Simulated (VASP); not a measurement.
OSZICAR of a VASP run on CsSnI3 (cubic perovskite):

OSZICAR:
```
       N       E                     dE             d eps       ncg     rms          rms(c)
DAV:   1     0.356636189356E+03    0.35664E+03   -0.18253E+04   520   0.153E+03
DAV:   2     0.330269466373E+02   -0.32361E+03   -0.31735E+03   636   0.305E+02
DAV:   3    -0.113804539612E+02   -0.44407E+02   -0.43357E+02   594   0.123E+02
DAV:   4    -0.131889465313E+02   -0.18085E+01   -0.18042E+01   672   0.287E+01
DAV:   5    -0.132388172485E+02   -0.49871E-01   -0.49863E-01   780   0.465E+00    0.405E+00
DAV:   6    -0.129411156463E+02    0.29770E+00   -0.52307E-01   612   0.387E+00    0.274E+00
DAV:   7    -0.129243066721E+02    0.16809E-01   -0.38357E-01   638   0.265E+00    0.113E+00
DAV:   8    -0.129366837479E+02   -0.12377E-01   -0.58317E-02   580   0.173E+00    0.317E-01
DAV:   9    -0.129369459973E+02   -0.26225E-03   -0.40696E-03   638   0.510E-01    0.157E-01
DAV:  10    -0.129376822719E+02   -0.73627E-03   -0.14784E-03   588   0.241E-01    0.693E-02
DAV:  11    -0.129378976765E+02   -0.21540E-03   -0.71260E-04   548   0.188E-01    0.284E-02
DAV:  12    -0.129379085742E+02   -0.10898E-04   -0.58740E-05   636   0.529E-02    0.279E-02
DAV:  13    -0.129379083836E+02    0.19056E-06   -0.60444E-06   598   0.169E-02    0.112E-02
DAV:  14    -0.129379078699E+02    0.51367E-06   -0.27363E-06   660   0.124E-02    0.233E-03
DAV:  15    -0.129379080224E+02   -0.15252E-06   -0.56905E-07   548   0.566E-03    0.193E-03
DAV:  16    -0.129379081612E+02   -0.13874E-06   -0.30751E-08   382   0.123E-03    0.871E-04
DAV:  17    -0.129379082597E+02   -0.98553E-07   -0.17568E-08   344   0.964E-04
   1 F= -.12937908E+02 E0= -.12937908E+02  d E =-.139516E-11
```

Question: Which electronic solver shows in the log?

Answer: It is blocked Davidson (ALGO = Normal, or the opening steps of other solvers). The INCAR had ALGO = Normal.

Question: Can the final energy be trusted as converged?

Answer: Self-consistency was reached. It stopped with EDIFF = 1E-7, NELM = 100 (revPBE GGA, plane waves, VASP's PBE PAW potentials (set 64)).

The compound is CsSnI3 in the cubic perovskite structure, the ideal cubic form; the compound distorts at low or room temperature. This cell is one point of a volume scan, at 0.97 of the reference volume.
